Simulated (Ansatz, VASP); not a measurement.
# Cr2NF2 (Cr2NF2 MXene monolayer) in two plane-wave programs, part 2 of 2

Aim: how closely do two programs agree when they are given the same cell, functional and k mesh? The structure shown is the start of the Ansatz relaxation below; VASP solves that cell, so the two are compared at the walk's first step.

VASP 6.6.1 and Ansatz 0.2.0.

So far: The structure; Ansatz: relaxation, PBE with D3(BJ).

In doubt: warnings of the run leave room for a lower electronic state (step 2), so energies may not be the lowest and differences between runs may mislead.

**3. VASP: single point, PBE with D3(BJ), start cell**

Level of this step: PBE with D3(BJ), spin-polarised from a ferromagnetic start; plane waves and PAW (F, Cr_pv, N) (VASP).

The same cell, functional, mesh and smearing now go to VASP, with its own data sets.

Lines of VASP's logs that name or quote its potential files are left out, and so is its time.

File INCAR:

```
SYSTEM = Cr2NF2
PREC = Accurate
ENCUT = 520
EDIFF = 1E-06
NELM = 200
ISMEAR = -1
SIGMA = 0.05
LREAL = .FALSE.
ALGO = Normal
GGA = PE
IVDW = 12
NBANDS = 33
ISPIN = 2
MAGMOM = 0.06 0.06 2.51 2.51 -0.07
LASPH = .TRUE.
LMAXMIX = 4
LORBIT = 11
LWAVE = .FALSE.
LCHARG = .FALSE.
ISIF = 2
LDIPOL = .TRUE.
IDIPOL = 3
DIPOL = 0.5 0.5 0.5
LVHAR = .TRUE.
GGA_COMPAT = .FALSE.
NELMDL = -8
KPAR = 2
```

File POSCAR:

```
Cr2NF2
1.0
    2.7644760000      0.0000000000      0.0000000000
   -1.3822380000      2.3941060000      0.0000000000
    0.0000000000      0.0000000000     38.8349720000
F Cr N
2 2 1
Direct
    0.3333334029      0.6666668059      0.4493372623
    0.6666665971      0.3333331941      0.5506627377
    0.6666665971      0.3333331941      0.4719121981
    0.3333334029      0.6666668059      0.5280878019
    0.0000000000      0.0000000000      0.5000000000
```

File KPOINTS:

```
Automatic mesh
0
Gamma
12 12 1
0 0 0
```

The projector-augmented-wave data sets are F, Cr_pv and N (PBE family, release 64).

Run with:

```sh
$ mpirun -np 2 vasp_std
```

Numbers of over 12 decimals in the logs are rounded to 6 here.

Log:

```text
[banner, memory and clock lines left out]
running    2 mpi-ranks, on    1 nodes
 distrk:  each k-point on    1 cores,    2 groups
 distr:  one band on    1 cores,    1 groups

 POSCAR found type information on POSCAR F CrN
 POSCAR found :  3 types and       5 ions
 LDA part: xc-table for (Slater+PW92), standard interpolation
 POSCAR, INCAR and KPOINTS ok, starting setup
 FFT: planning ... GRIDC
 FFT: planning ... GRID_SOFT
 FFT: planning ... GRID
 WAVECAR not read
 entering main loop
       N       E                     dE             d eps       ncg     rms          rms(c)
DAV:   1     0.435306509882E+03    0.43531E+03   -0.22716E+04  3084   0.107E+03
DAV:   2     0.586806673610E+01   -0.42944E+03   -0.41141E+03  3139   0.323E+02
DAV:   3    -0.398713309569E+02   -0.45739E+02   -0.44960E+02  2946   0.112E+02
DAV:   4    -0.407749577187E+02   -0.90363E+00   -0.90090E+00  3036   0.178E+01
DAV:   5    -0.407958683662E+02   -0.20911E-01   -0.20853E-01  3403   0.238E+00
DAV:   6    -0.407964181273E+02   -0.54976E-03   -0.54962E-03  3101   0.385E-01
DAV:   7    -0.407964375320E+02   -0.19405E-04   -0.19395E-04  3451   0.608E-02
DAV:   8    -0.407964379044E+02   -0.37246E-06   -0.37262E-06  2655   0.931E-03    0.438E+01
DAV:   9    -0.345060600239E+02    0.62904E+01   -0.36866E+01  3406   0.542E+01    0.189E+01
DAV:  10    -0.341710378811E+02    0.33502E+00   -0.76670E+00  2810   0.319E+01    0.197E+01
DAV:  11    -0.342801059107E+02   -0.10907E+00   -0.63579E-01  2932   0.481E+00    0.968E+00
DAV:  12    -0.341580869150E+02    0.12202E+00   -0.54600E-01  3272   0.691E+00    0.119E+00
DAV:  13    -0.342327163255E+02   -0.74629E-01   -0.87900E-02  2836   0.222E+00    0.753E-01
DAV:  14    -0.342561781068E+02   -0.23462E-01   -0.66336E-03  2932   0.551E-01    0.345E-01
[...]
DAV:  29    -0.343713251019E+02   -0.17612E-03   -0.57501E-07  2241   0.173E-03    0.155E-03
DAV:  30    -0.343714381139E+02   -0.11301E-03   -0.18398E-07  1824   0.126E-03    0.111E-03
DAV:  31    -0.343714936361E+02   -0.55522E-04   -0.31939E-07  1888   0.127E-03    0.638E-04
DAV:  32    -0.343715080018E+02   -0.14366E-04   -0.23724E-07  2167   0.106E-03    0.494E-04
DAV:  33    -0.343715229993E+02   -0.14997E-04   -0.36779E-07  2150   0.110E-03    0.280E-04
DAV:  34    -0.343715284533E+02   -0.54540E-05   -0.12390E-07  2172   0.641E-04    0.269E-04
DAV:  35    -0.343715313962E+02   -0.29429E-05   -0.10625E-07  2092   0.549E-04    0.110E-04
DAV:  36    -0.343715319413E+02   -0.54513E-06   -0.32837E-08  2025   0.338E-04
   1 F= -.35316432E+02 E0= -.35311259E+02  d E =-.103457E-01  mag=     4.9662
```

Parts of OUTCAR (step 3):

```text
ion  position               nearest neighbor table
   1  0.333  0.667  0.449-   3 1.82   3 1.82   3 1.82
   2  0.667  0.333  0.551-   4 1.82   4 1.82   4 1.82
   3  0.667  0.333  0.472-   1 1.82   1 1.82   1 1.82   5 1.93   5 1.93   5 1.93   4 2.70   4 2.70
                             4 2.70
   4  0.333  0.667  0.528-   2 1.82   2 1.82   2 1.82   5 1.93   5 1.93   5 1.93   3 2.70   3 2.70
                             3 2.70
   5  0.000  0.000  0.500-   3 1.93   4 1.93   3 1.93   4 1.93   3 1.93   4 1.93

  LATTYP: Found a hexagonal cell.
 ALAT       =     2.7644760000
 C/A-ratio  =    14.0478600646

 Subroutine GETGRP returns: Found 12 space group operations
 (whereof 12 operations were pure point group operations)

The static configuration has the point symmetry D_3d.

 Found     19 irreducible k-points:

   k-points           NKPTS =     19   k-points in BZ     NKDIM =     19   number of bands    NBANDS=     33

   dimension x,y,z NGX =    24 NGY =   24 NGZ =  294
   dimension x,y,z NGXF=    48 NGYF=   48 NGZF=  588

   ENCUT  =  520.0 eV  38.22 Ry    6.18 a.u.   5.14  5.14 72.21*2*pi/ulx,y,z

   NELECT =      43.0000    total number of electrons

 k-points in reciprocal lattice and weights: Automatic mesh
   0.00000000  0.00000000  0.00000000       0.007
   0.08333333  0.00000000  0.00000000       0.042
   0.16666667  0.00000000  0.00000000       0.042
   0.25000000  0.00000000  0.00000000       0.042
   0.33333333  0.00000000  0.00000000       0.042
   0.41666667  0.00000000  0.00000000       0.042
   0.50000000  0.00000000  0.00000000       0.021
   0.08333333  0.08333333  0.00000000       0.042
   0.16666667  0.08333333  0.00000000       0.083
[...]
0.33333333  0.25000000  0.00000000       0.083
   0.33333333  0.33333333  0.00000000       0.014

 dipolmoment           0.000000      0.000000      0.000000 electrons x Angstroem

 average (electrostatic) potential at core
       1 -84.4187       2 -84.4187       3 -77.3044       4 -77.3044       5 -70.3134

 E-fermi :  -0.2902

 spin component 1
 k-point     1 :       0.0000    0.0000    0.0000
  band No.  band energies     occupation
    ...
     20      -2.8458      1.00000
     21      -2.1315      1.00000
     22      -1.5651      1.00000
     23      -1.5651      1.00000
     24      -0.3938      0.88816
     25       0.2098      0.00005
     26       0.2098      0.00005
     27       1.3025      0.00000
     28       1.5271      0.00000
     29       2.1551      0.00000
    ...

 k-point     2 :       0.0833    0.0000    0.0000
  band No.  band energies     occupation
    ...
     20      -2.6251      1.00000
     21      -2.0590      1.00000
     22      -1.4906      1.00000
     23      -1.4688      1.00000
     24      -0.3907      0.88180
     25       0.1462      0.00016
     26       0.2387      0.00003
     27       1.4971      0.00000
     28       1.7576      0.00000
     29       2.3378      0.00000
    ...

 k-point     3 :       0.1667    0.0000    0.0000
  band No.  band energies     occupation
    ...
     20      -2.2345      1.00000
     21      -1.6824      1.00000
     22      -1.3379      1.00000
     23      -1.2470      1.00000
     24      -0.4224      0.93362
     25       0.2689      0.00001
     26       0.3035      0.00001
     27       2.0063      0.00000
     28       2.3305      0.00000
     29       2.8759      0.00000
    ...

 k-point     4 :       0.2500    0.0000    0.0000
  band No.  band energies     occupation
    ...
     20      -1.8870      1.00000
     21      -1.3250      1.00000
     22      -1.2239      1.00000
     23      -0.9365      1.00000
     24      -0.5553      0.99505
     25       0.3851      0.00000
     26       0.9055      0.00000
     27       2.2266      0.00000
     28       3.1269      0.00000
     29       3.3114      0.00000
    ...

 k-point     5 :       0.3333    0.0000    0.0000
  band No.  band energies     occupation
    ...
     20      -1.5531      1.00000
     21      -1.3976      1.00000
     22      -0.8713      0.99999
     23      -0.7752      0.99994
     24      -0.7145      0.99979
     25       0.4914      0.00000
     26       1.8182      0.00000
     27       2.0531      0.00000
     28       3.6288      0.00000
     29       4.2573      0.00000
    ...

 k-point     6 :       0.4167    0.0000    0.0000
  band No.  band energies     occupation
    ...
     20      -1.5149      1.00000
     21      -1.2604      1.00000
     22      -0.8936      0.99999
     23      -0.7744      0.99994
     24      -0.6041      0.99813
     25       0.5761      0.00000
     26       1.9315      0.00000
     27       2.7208      0.00000
     28       3.6587      0.00000
     29       5.3193      0.00000
    ...

 Edisp (eV)   -0.94490

  Total      24.49902    24.49901    18.16508     0.00000    -0.00000    -0.00000
  in kB     152.71441   152.71436   113.23188     0.00000    -0.00000    -0.00000
  external pressure =      139.55 kB  Pullay stress =        0.00 kB

  energy-cutoff  :      520.00
  volume of cell :      257.03
      direct lattice vectors                 reciprocal lattice vectors
     2.764476000  0.000000000  0.000000000     0.361732205  0.208846225  0.000000000
    -1.382238000  2.394106000  0.000000000     0.000000000  0.417692450  0.000000000
     0.000000000  0.000000000 38.834972000     0.000000000  0.000000000  0.025749986

 POSITION                                       TOTAL-FORCE (eV/Angst)
 -----------------------------------------------------------------------------------
     -0.00000      1.59607     17.45000         0.000000      0.000000     -6.635406
      1.38224      0.79803     21.38497         0.000000     -0.000000      6.635406
      1.38224      0.79803     18.32670         0.000000     -0.000000      3.584497
     -0.00000      1.59607     20.50828        -0.000000      0.000000     -3.584497
      0.00000      0.00000     19.41749        -0.000000     -0.000000      0.000000
 -----------------------------------------------------------------------------------
    total drift:                                0.000000     -0.000000      0.000000

  FREE ENERGIE OF THE ION-ELECTRON SYSTEM (eV)
  ---------------------------------------------------
  free  energy   TOTEN  =       -35.3164315869 eV

  energy  without entropy=      -35.3060858512  energy(sigma->0) =      -35.31125872

 vacuum level on the upper side and lower side of the slab         2.113         2.113

 total charge
# of ion       s       p       d       tot
------------------------------------------
    1        1.745   4.474   0.000   6.218
    2        1.745   4.474   0.000   6.218
    3        0.337   6.468   4.601  11.406
    4        0.337   6.468   4.601  11.406
    5        1.248   2.665   0.000   3.912
--------------------------------------------------
tot          5.411  24.547   9.202  39.160

 magnetization (x)
# of ion       s       p       d       tot
------------------------------------------
    1        0.001   0.043   0.000   0.044
    2        0.001   0.043   0.000   0.044
    3        0.020   0.018   2.287   2.326
    4        0.020   0.018   2.287   2.326
    5       -0.006   0.072   0.000   0.065
--------------------------------------------------
tot          0.036   0.194   4.575   4.805

[... 6 further parts left out ...]
```

The magnetic state follows from one typed start and may not be the lowest.

**4. Side by side**

Known differences besides the potentials themselves: VASP starts from the moments at which Ansatz ended; Ansatz cuts the interaction across the vacuum, VASP repeats the sheet with a dipole correction; the data sets hold 47 valence electrons in Ansatz (on its default PAW (the set named soft_2) files) and 43 in VASP; the cutoff is 420 eV in Ansatz and 520 eV in VASP. Total energies have different zeros and are not compared.

Forces (eV/Å; atoms numbered as in POSCAR):

| atom | Ansatz x, y, z | VASP x, y, z |
| --- | --- | --- |
| F1 | 0.000, 0.000, -6.465 | 0.000, 0.000, -6.635 |
| F2 | 0.000, 0.000, 6.465 | 0.000, 0.000, 6.635 |
| Cr3 | 0.000, 0.000, 3.494 | 0.000, 0.000, 3.584 |
| Cr4 | 0.000, 0.000, -3.494 | 0.000, 0.000, -3.584 |
| N5 | 0.000, 0.000, 0.000 | 0.000, 0.000, 0.000 |

The forces differ by 70 meV/Å r.m.s., which is 2.6 % of the r.m.s. force of 2.754 eV/Å (both taken over all components). Moments aren't recorded for both runs of this pair, so they may hold unlike magnetic states. With vacuum in the cell, a pressure given here is an average over mostly empty space and none of the material.

**5. Results**

- r.m.s. force difference (single point, PBE with D3(BJ), start cell): 2.6 % of the r.m.s. force

**Reading.** The r.m.s. force difference is 2.6 % of the r.m.s. force (single point, PBE with D3(BJ), start cell), within the 3 % picked in this series as the mark of a large difference. The data sets hold unlike numbers of valence electrons (47 in Ansatz and 43 in VASP), so part of the differences comes from the potentials. 1 further run of this series is not shown here. Such differences can come from data sets, numerical settings and the points named under the comparisons, not from the functional's error against experiment.

[Lines on the potential files, build, host, timing and source positions are cut from VASP's logs without a mark.]

[Logs are printed without paths, hosts, clocks, repeated set-up lines and the standing remarks that a program may print on its own settings, such as how far it seeks lower states.]

[Hosts, paths, dates, database ids (printed as entryN), source tags and the programs' standing remarks are cut or masked in the printed files.]
